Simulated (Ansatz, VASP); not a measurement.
## Cross-check of AlZn (AlZn in the L11 ordering) between VASP and Ansatz

Wanted: the spread between two codes on one cell, functional and k mesh. The cell is generated by rule, not measured, and may not be a known phase. The cell is taken from a series of runs on this material, whose earlier steps may have relaxed, scaled, displaced or heated it; both programs get it as it stands.

Main program and level: Ansatz 0.2.0; plane waves, with VASP 6.6.1 beside it; relaxation of cell and atoms at LDA.

The structure was built from a prototype and need not be the compound's stable phase.

## 1. The starting structure

Symmetry: R-3m, No. 166, trigonal system. The conventional cell has a = 2.736 Å, b = 2.736 Å, c = 13.665 Å, α = 90.00°, β = 90.00°, γ = 120.00°. Al has 6 Al at 2.74 Å and 6 Zn at 2.77 Å nearest. Zn has 6 Zn at 2.74 Å and 6 Al at 2.77 Å nearest. Farther neighbours are not listed.

As a file:

```cif
data_structure
_symmetry_space_group_name_H-M 'R-3m:H'
_symmetry_Int_Tables_number 166
_cell_length_a 2.7357
_cell_length_b 2.7357
_cell_length_c 13.6649
_cell_angle_alpha 90.000
_cell_angle_beta 90.000
_cell_angle_gamma 120.000
_cell_volume 88.57
loop_
_atom_site_label
_atom_site_type_symbol
_atom_site_symmetry_multiplicity
_atom_site_Wyckoff_symbol
_atom_site_fract_x
_atom_site_fract_y
_atom_site_fract_z
_atom_site_occupancy
Al1 Al 3 a 0.00000 0.00000 0.00000 1
Zn1 Zn 3 b 0.66667 0.33333 0.83333 1
```

## 2. VASP: relaxation of cell and atoms, LDA

The relaxed volume is the usual yardstick between codes: in a stiff, nearly cubic crystal its relative difference is about their pressure difference at one cell divided by the bulk modulus.

Lines of VASP's logs that name or quote its potential files are left out, and so is its time.

File INCAR:

```
SYSTEM = AlZn
PREC = Accurate
ENCUT = 500
EDIFF = 1E-07
NELM = 120
ISMEAR = 1
SIGMA = 0.2
LREAL = .FALSE.
ALGO = Normal
GGA = PW92
NBANDS = 13
LORBIT = 11
LWAVE = .FALSE.
LCHARG = .FALSE.
ISIF = 3
IBRION = 2
NSW = 80
EDIFFG = -0.005
LASPH = .TRUE.
GGA_COMPAT = .FALSE.
NELMIN = 4
KPAR = 2
```

File POSCAR:

```
AlZn
1.0
    3.9194490000      1.9850000000      1.9850000000
    1.9850000000      3.9194490000      1.9850000000
    1.9850000000      1.9850000000      3.9194490000
Al Zn
1 1
Direct
    0.0000000000      0.0000000000      0.0000000000
    0.5000000000      0.5000000000      0.5000000000
```

File KPOINTS:

```
Automatic mesh
0
Gamma
12 12 12
0 0 0
```

PAW data sets: Al and Zn (LDA family, release 64).

Started as:

```console
$ mpirun -np 2 vasp_std
```

Numbers of over 12 decimals in the logs are rounded to 6 here.

The program printed:

```text
[banner, memory and clock lines left out]
running    2 mpi-ranks, on    1 nodes
 distrk:  each k-point on    1 cores,    2 groups
 distr:  one band on    1 cores,    1 groups

 POSCAR found type information on POSCAR AlZn
 POSCAR found :  2 types and       2 ions
|                                                                             |
|               ----> ADVICE to this user running VASP <----                  |
|                                                                             |
|     You enforced a specific xc type in the INCAR file but a different       |
|     [... a line on the potential file left out ...]
|     I HOPE YOU KNOW WHAT YOU ARE DOING!                                     |
|                                                                             |

 LDA part: xc-table for (Slater(with rela. corr.)+PW92), standard interpolation
 POSCAR, INCAR and KPOINTS ok, starting setup
 FFT: planning ... GRIDC
 FFT: planning ... GRID_SOFT
 FFT: planning ... GRID
 WAVECAR not read
 entering main loop
       N       E                     dE             d eps       ncg     rms          rms(c)
DAV:   1     0.476941928413E+02    0.47694E+02   -0.64918E+03  4980   0.130E+03
DAV:   2    -0.472687573485E+01   -0.52421E+02   -0.49134E+02  5109   0.222E+02
DAV:   3    -0.642765131697E+01   -0.17008E+01   -0.16923E+01  6064   0.406E+01
DAV:   4    -0.644335510680E+01   -0.15704E-01   -0.15700E-01  5559   0.375E+00
DAV:   5    -0.644361299651E+01   -0.25789E-03   -0.25789E-03  6099   0.502E-01    0.393E+00
DAV:   6    -0.605901090969E+01    0.38460E+00   -0.18214E+00  6342   0.384E+01    0.332E+00
DAV:   7    -0.601970498155E+01    0.39306E-01   -0.15840E-01  5877   0.911E+00    0.151E+00
DAV:   8    -0.600824271748E+01    0.11462E-01   -0.98497E-03  6186   0.115E+00    0.271E-01
DAV:   9    -0.600737540716E+01    0.86731E-03   -0.16933E-03  6387   0.880E-01    0.808E-02
DAV:  10    -0.600735524402E+01    0.20163E-04   -0.10156E-04  6777   0.190E-01    0.573E-02
DAV:  11    -0.600735228848E+01    0.29555E-05   -0.23494E-05  6080   0.110E-01    0.951E-03
DAV:  12    -0.600735222063E+01    0.67847E-07   -0.14027E-06  5894   0.173E-02    0.212E-03
DAV:  13    -0.600735222344E+01   -0.28137E-08   -0.23662E-08  3212   0.163E-03
   1 F= -.60073522E+01 E0= -.60072188E+01  d E =-.600735E+01
 curvature:   0.00 expect dE= 0.000E+00 dE for cont linesearch  0.000E+00
 trial: gam= 0.00000 g(F)=  0.862E-59 g(S)=  0.150E-03 ort = 0.000E+00 (trialstep = 0.100E+01)
 search vector abs. value=  0.150E-03
 bond charge predicted
       N       E                     dE             d eps       ncg     rms          rms(c)
DAV:   1    -0.600946368403E+01   -0.21115E-02   -0.21550E-02  6099   0.334E+00    0.323E-01
DAV:   2    -0.600770171714E+01    0.17620E-02   -0.76380E-03  5999   0.237E+00    0.112E-01
DAV:   3    -0.600750453362E+01    0.19718E-03   -0.25346E-04  5919   0.359E-01    0.607E-02
DAV:   4    -0.600742492362E+01    0.79610E-04   -0.25445E-05  7480   0.111E-01    0.963E-03
DAV:   5    -0.600742193176E+01    0.29919E-05   -0.42163E-06  6786   0.307E-02    0.978E-04
DAV:   6    -0.600742196536E+01   -0.33602E-07   -0.31349E-07  5256   0.480E-03
   2 F= -.60074220E+01 E0= -.60072763E+01  d E =-.697419E-04
 trial-energy change:   -0.000070  1 .order   -0.000065   -0.000150    0.000019
 step:   0.9030(harm=  0.8897)  dis= 0.00000  next Energy=    -6.007423 (dE=-0.706E-04)
 reached required accuracy - stopping structural energy minimisation
```

Parts of OUTCAR (step 2):

```text
ion  position               nearest neighbor table
   1  0.000  0.000  0.000-   2 2.77   2 2.77   2 2.77   2 2.77   2 2.77   2 2.77
   2  0.500  0.500  0.500-   1 2.77   1 2.77   1 2.77   1 2.77   1 2.77   1 2.77

  LATTYP: Found a trigonal (rhomboedric) cell.
 ALAT       =     4.8210507634
 COS(alpha) =     0.8389980411

 Subroutine GETGRP returns: Found 12 space group operations
 (whereof 12 operations were pure point group operations)

The static configuration has the point symmetry D_3d.

 Found    189 irreducible k-points:

   k-points           NKPTS =    189   k-points in BZ     NKDIM =    189   number of bands    NBANDS=     13

   dimension x,y,z NGX =    36 NGY =   36 NGZ =   36
   dimension x,y,z NGXF=    72 NGYF=   72 NGZF=   72

   ENCUT  =  500.0 eV  36.75 Ry    6.06 a.u.   8.79  8.79  8.79*2*pi/ulx,y,z

   NELECT =      15.0000    total number of electrons

 k-points in reciprocal lattice and weights: Automatic mesh
   0.00000000  0.00000000  0.00000000       0.001
   0.08333333  0.00000000  0.00000000       0.003
   0.16666667  0.00000000  0.00000000       0.003
   0.25000000  0.00000000  0.00000000       0.003
   0.33333333  0.00000000  0.00000000       0.003
   0.41666667  0.00000000  0.00000000       0.003
   0.50000000  0.00000000  0.00000000       0.002
   0.08333333  0.08333333  0.00000000       0.003
   0.16666667  0.08333333  0.00000000       0.007
[...]
-0.41666667  0.50000000  0.41666667       0.003
   0.50000000  0.50000000  0.50000000       0.001

 average (electrostatic) potential at core
       1 -72.6573       2 -34.9695

 E-fermi :   6.2524

 k-point     1 :       0.0000    0.0000    0.0000
  band No.  band energies     occupation
    ...
      4      -1.7435      2.00000
      5      -1.3763      2.00000
      6      -1.3763      2.00000
      7       1.8719      2.00000
      8       2.8217      2.00000
      9      19.5741      0.00000
     10      19.5741      0.00000
     11      19.7673      0.00000
     12      19.7673      0.00000
     13      21.0086      0.00000

 k-point     2 :       0.0833    0.0000    0.0000
  band No.  band energies     occupation
    ...
      4      -1.7023      2.00000
      5      -1.4516      2.00000
      6      -1.3845      2.00000
      7       1.9652      2.00000
      8       3.1174      2.00000
      9      16.7047      0.00000
     10      18.1033      0.00000
     11      19.3756      0.00000
     12      20.2968      0.00000
     13      21.0139      0.00000

 k-point     3 :       0.1667    0.0000    0.0000
  band No.  band energies     occupation
    ...
      4      -1.6230      2.00000
      5      -1.5880      2.00000
      6      -1.4065      2.00000
      7       2.2734      2.00000
      8       3.9359      2.00000
      9      13.3440      0.00000
     10      16.8334      0.00000
     11      16.8754      0.00000
     12      18.3516      0.00000
     13      19.4682      0.00000

  Total       -0.0056130     -0.0056130     -0.0056130      0.0003448      0.0003448      0.0003448
  in kB       -0.3036172     -0.3036172     -0.3036172      0.0186520      0.0186520      0.0186520
  external PRESSURE =      -0.3036172 kB  Pullay stress =       0.0000000 kB

  energy-cutoff  :      500.00
  volume of cell :       29.62
      direct lattice vectors                 reciprocal lattice vectors
     3.923440164  1.986739155  1.986739155     0.386438533 -0.129903430 -0.129903430
     1.986739155  3.923440164  1.986739155    -0.129903430  0.386438533 -0.129903430
     1.986739155  1.986739155  3.923440164    -0.129903430 -0.129903430  0.386438533

 POSITION                                       TOTAL-FORCE (eV/Angst)
 -----------------------------------------------------------------------------------
      3.97348      5.91018      5.91018        -0.000000      0.000000      0.000000
      3.94846      3.94846      3.94846         0.000000     -0.000000     -0.000000
 -----------------------------------------------------------------------------------
    total drift:                                0.000000      0.000000      0.000000

  FREE ENERGIE OF THE ION-ELECTRON SYSTEM (eV)
  ---------------------------------------------------
  free  energy   TOTEN  =        -6.0074219654 eV

  energy  without entropy=       -6.0069848837  energy(sigma->0) =       -6.00727627

 reached required accuracy - stopping structural energy minimisation

 total charge
# of ion       s       p       d       tot
------------------------------------------
    1        0.436   0.367   0.000   0.803
    2        0.636   0.495   9.724  10.855
--------------------------------------------------
tot          1.072   0.862   9.724  11.658

[... 3 further parts left out ...]
```

## 3. Ansatz: relaxation of cell and atoms, LDA

Ansatz runs on its default PAW (the set named soft_2) files.

The same cell, functional (in two slightly different forms), mesh and smearing now go to Ansatz, which takes its cutoff from its data sets.

File input.yaml:

```yaml
crystal:
  lattice:
    - [3.9194490643, 1.9850002526, 1.9850002526]
    - [1.9850002526, 3.9194490643, 1.9850002526]
    - [1.9850002526, 1.9850002526, 3.9194490643]
  atoms:
    - { symbol: Al, position: [0.0, 0.0, 0.0] }
    - { symbol: Zn, position: [0.5, 0.5, 0.5] }
kpoints:
  mp_grid: { grid: [12, 12, 12] }
hamiltonian:
  xc: lda
scf:
  occupations: { method: methfessel_paxton, width: 0.2 }
output:
  forces: true
  stress: true
  eigenvalues: true
relax:
  adjacent_minimum: "off"
  f_tol: 0.001
  max_steps: 60
  cell: { stress_tol: 0.01 }
```

Started as:

```console
$ ansatz run input.yaml --threads 4 --pin off --max-ram 8192MiB --backend cpu --events-out ev --progress --plain --runs-dir out
```

The program printed:

```text
basis.fft_grid_basis auto: the FFT boxes are laid along the combinations [[1, 0, -1], [0, 1, -1], [0, 0, 1]] of the cell's own vectors, 2.736, 2.736 and 4.821 Å long. The dense box has 20×20×36 points. Along the cell's own vectors, as sized, it would have 36×36×36, 3.24 times as many. Of the 12 symmetry operations that the crystal satisfies within crystal.symmetry.tolerance (time reversal apart; of a slab, those that [...]
Engine: ansatz 0.2.0, aarch64-unknown-linux-gnu
Pseudopotentials: kind: paw
Pseudopotential: Al, paw, valence charge 3, recommended cutoff 420 eV (normal), Al.paw.azcp
Pseudopotential: Zn, paw, valence charge 12, recommended cutoff 420 eV (normal), Zn.paw.azcp
Functional definition: SPW92
  exchange = slater_x
  correlation = pw_c
Crystal: 2 atoms, lattice volume = 29.523 Å³
Basis set: ecut = 420 eV, 561 PW (Γ), FFT grids on a1−a3, a2−a3, a3
Bands: 12, of which v1, the nominal top of the filled ones, is band 8 counted from 1 (7 counted from 0)
Symmetry: 12 space group operations
Space group: R-3m (ITA 166), of the structure as read, at distance tolerance 3.1e-5 Å
k-points: 189 of 1728
Non-local potential: Al, projectors of the file, l = 0: 2, l = 1: 2, l = 2: 1
Non-local potential: Zn, projectors of the file, l = 0: 2, l = 1: 2, l = 2: 3, l = 3: 1
PAW form: soft (Blöchl's): semilocal exchange-correlation on the pseudo side does not see the compensation charge
PAW frozen core: Al, regenerated for the run's functional, and the local potential with it (the file was generated under x = pbe(κ = 0.804, μ = 0.219515), c = pbe(β = 0.066725))
PAW frozen core: Zn, regenerated for the run's functional, and the local potential with it (the file was generated under x = pbe(κ = 0.804, μ = 0.219515), c = pbe(β = 0.066725))
PAW one-centre angular grid: Al, 110 points (default); XC on 64 Gauss nodes
PAW one-centre angular grid: Zn, 590 points (default); XC on 64 Gauss nodes
Initial density: superposition of atomic densities (neutral atoms: chi_scale 0, normalization atom), corrected by the library's trained network
Initial wavefunctions: pseudopotential atomic-orbital guess
Functional: x = slater, c = lda
SCF iter   1: F=—  HF=-3759.086147 eV  |F-HF|=—  |Δ(HF+E_count)|=         —  Δρ=4.50e-3  dr2=9.87e-3  ethr=1.77e-3  ⟨swp⟩=5.0  Hψ=12616  notcnv=0
preconditioner: auto → none  [metal: Δε(μ)=0.055 eV  Ē_g=12.515 eV  σ=0.200 eV  W_gap=0.23  n_scr=2 (ndim 8)  ℏωp=26.5 eV  f_vac=0.000  D(μ)=0.77/eV (n_scr^D=2)  sad-step TF]
SCF iter   2: F=—  HF=-3759.084068 eV  |F-HF|=—  |Δ(HF+E_count)|=   2.08e-3  S|Δr|=    0.00e0  Δρ=2.93e-3  dr2=4.31e-3  ethr=6.58e-5  ⟨swp⟩=1.0  Hψ=3780  notcnv=0
SCF iter   3: F=—  HF=-3759.082927 eV  |F-HF|=—  |Δ(HF+E_count)|=   1.14e-3  S|Δr|=    0.00e0  Δρ=6.77e-4  dr2=1.26e-4  ethr=2.88e-5  ⟨swp⟩=2.1  Hψ=2831  notcnv=0
SCF iter   4: F=—  HF=-3759.082898 eV  |F-HF|=—  |Δ(HF+E_count)|=   2.94e-5  S|Δr|=    0.00e0  Δρ=4.67e-4  dr2=4.03e-5  ethr=8.39e-7  ⟨swp⟩=2.1  Hψ=3499  notcnv=0
SCF iter   5: F=—  HF=-3759.082881 eV  |F-HF|=—  |Δ(HF+E_count)|=   1.67e-5  S|Δr|=    0.00e0  Δρ=1.14e-4  dr2=4.55e-6  ethr=2.69e-7  ⟨swp⟩=2.0  Hψ=3565  notcnv=0
SCF iter   6: F=-3759.082880 eV  HF=-3759.082880 eV  |F-HF|=1.58e-8  |Δ(HF+E_count)|=   1.42e-6  S|Δr|=    0.00e0  Δρ=1.58e-5  dr2=6.38e-8  ethr=6.67e-10  ⟨swp⟩=4.4  Hψ=10615  notcnv=0
SCF 1 converged in 6 iterations: F = -3759.082880 eV  dr2 = 6.38e-8
  greatest PAW one-centre occupation: 0.980 electrons in one spin orbital (limit 2), on the Zn atom at site 1 (counted from 0), in its partial waves of l = 2
relax step   1: F+E_penalty+E_count = -3759.08287958 eV  Δ(F+E_penalty+E_count) = +0.000e0 eV  max|allowed force component| = 4.063e-28 eV/Å  Δτ_max = 0.0000 Å  P = -0.043 GPa  Ω = 29.523 Å³  (6 SCF iters, dr2 threshold 1.00e-7 eV, accepted)
[...]
relax step   2: F+E_penalty+E_count = -3759.08288840 eV  Δ(F+E_penalty+E_count) = -8.822e-6 eV  max|allowed force component| = 1.010e-28 eV/Å  Δτ_max = 0.0000 Å  P = -0.008 GPa  Ω = 29.511 Å³  energy of the carried Pulay correction = +5.375e-6 eV  (4 SCF iters, dr2 threshold 1.48e-8 eV, accepted)
[...]
relax step   3: F+E_penalty+E_count = -3759.08289173 eV  Δ(F+E_penalty+E_count) = -3.332e-6 eV  max|allowed force component| = 6.705e-29 eV/Å  Δτ_max = 0.0000 Å  P = +0.007 GPa  Ω = 29.505 Å³  energy of the carried Pulay correction = +7.831e-6 eV  (4 SCF iters, dr2 threshold 2.44e-9 eV, accepted)
[...]
relax step   4: F+E_penalty+E_count = -3759.08289103 eV  Δ(F+E_penalty+E_count) = +7.030e-7 eV  max|allowed force component| = 5.469e-29 eV/Å  Δτ_max = 0.0000 Å  P = -0.001 GPa  Ω = 29.507 Å³  energy of the carried Pulay correction = +6.924e-6 eV  (5 SCF iters, dr2 threshold 3.54e-10 eV, accepted)
[...]
relax step   5: F+E_penalty+E_count = -3759.08288168 eV  Δ(F+E_penalty+E_count) = +9.347e-6 eV  max|allowed force component| = 1.473e-28 eV/Å  Δτ_max = 0.0000 Å  P = -0.002 GPa  Ω = 29.507 Å³  stress off target by 1.73e-3 GPa  SCF on the basis re-selected at this cell (its energy is not comparable with the rows above)  (5 SCF iters)
basis re-selected at this cell: Δ(F+E_penalty+E_count) = +9.347e-6 eV, ΔP = -0.001 GPa vs the last step (what re-selecting the basis moved, of the pressure what is left beyond the Pulay correction that the steps carried, after the strain that the cell walked since its last selection, with what the two solves' SCF thresholds leave and, on support functions, any second-order correction that the steps lacked; it is no m [...]
SCF converged after 5 iterations
Stability not checked: this state was not tested for a lower state beside it, because cold or Methfessel-Paxton smearing, or corrected tetrahedra, fill the levels in a way that the test cannot read (fill_not_monotonic; see scf.lower_state_search)
Free energy (F): -3759.082882 eV
Harris-Foulkes:  -3759.082882 eV  (|F-HF|=1.82e-12)
Internal energy: -3759.082365 eV  (E = F + TS)
E sigma→0 (E₀):  -3759.082753 eV
Entropy (-TS):   -0.000516 eV (-0.258 meV/atom)
Fermi energy:    10.251097 eV
--- Per-component energies (eV) ---
  E_band       = 51.246534
  E_kinetic    = 156.117286
  E_local      = -1928.819190  (includes V_loc(G=0)·N_el)
  E_nonlocal   = 623.494522
  E_hartree    = 840.293912
  E_xc         = -176.535470
  E_vxc        = -84.882061  (∫ρ·V_xc dr)
  E_paw        = -2195.510659  (= ΣΔE_a)
  E_vpaw       = -395.251520  (= ΣTr[D̂ρ^β])
  E_aug_tail   = -0.000352  (compensation charges beyond the density's cutoff)
  E_ewald      = -1079.735272
  E_core_change = 1.612858  (= ΣΔE_core)
  E_smearing   = -0.000516  (= −TS)
  E_closure    = -0.000000  (closes the sum)
  Σ components = -3759.082882   (vs F -3759.082882, Δ=0.00e0)
--- Forces (eV/Å), atoms counted from 1 ---
  atom   1  Al     0.00000000    -0.00000000    -0.00000000
  atom   2  Zn    -0.00000000     0.00000000    -0.00000000
  max |Σ_I F_I| component: 2.44e-28 eV/Å
--- Stress (GPa, compression-positive) ---
       -0.001538      -0.000097      -0.000097
       -0.000097      -0.001538      -0.000097
       -0.000097      -0.000097      -0.001538
  P = ⅓ Tr σ = -0.0015 GPa (-0.015 kbar)
--- Band table (eV; the first three rows and the last of 189) ---
  k-point 0: bands = [... 4 lower, 2.6667, 2.6667, 5.8654, 6.8286, 23.4651, 23.4651, 23.7841, 23.7841]
  k-point 1: bands = [... 4 lower, 2.5897, 2.6584, 5.9615, 7.1228, 20.6777, 22.0759, 23.3208, 24.2419]
  k-point 2: bands = [... 4 lower, 2.4528, 2.6361, 6.2731, 7.9402, 17.3326, 20.8257, 20.8471, 22.2993]
  k-point 188: bands = [... 4 lower, 2.2959, 2.6698, 2.6698, 14.3821, 15.7244, 22.7417, 22.7417, 24.1025]
--- Relaxed structure (4 steps of the walk, 4 accepted, 1 SCFs on fresh bases) ---
  F+E_penalty+E_count = -3759.08288168 eV   max|allowed force component| = 1.473e-28 eV/Å   (the final SCF, on the basis selected at the relaxed cell)
  cell:  # Å, volume = 29.5072 Å³
    - [3.917766, 1.983183, 1.983183]
    - [1.983183, 3.917766, 1.983183]
    - [1.983183, 1.983183, 3.917766]
  atoms:
    - { symbol: Al, position: [0, 0, 0] }
    - { symbol: Zn, position: [0.500000, 0.500000, 0.500000] }
```

## 4. Comparison

Known differences besides the potentials themselves: the cutoff is 420 eV in Ansatz and 500 eV in VASP; VASP's log shows a relativistic correction to its local exchange, Ansatz's none; Ansatz adds a Pulay correction to the stress that steers its cell, VASP none. Total energies have different zeros and are not compared.

The two programs side by side:

```tsv
quantity	Ansatz	VASP	difference
volume (Å³)	29.51	29.62	-0.38 %
edge a after relaxation, in the typed setting (Å)	4.818	4.826	-0.16 %
```

## 5. What came out

* difference in volume (relaxation of cell and atoms, LDA): -0.38 %

What this shows: The difference in volume is -0.38 % (relaxation of cell and atoms, LDA), within the 1.2 % picked in this series as the mark of a large difference, as far as the stopping tolerances let one tell. How closely two codes agree says nothing of how well the functional describes the real material.

[Lines on the potential files, build, host, timing and source positions are cut from VASP's logs without a mark.]

[Logs are printed without paths, hosts, clocks, repeated set-up lines and the standing remarks that a program may print on its own settings, such as how far it seeks lower states.]

[Hosts, paths, dates, database ids (printed as entryN), source tags and the programs' standing remarks are cut or masked in the printed files.]
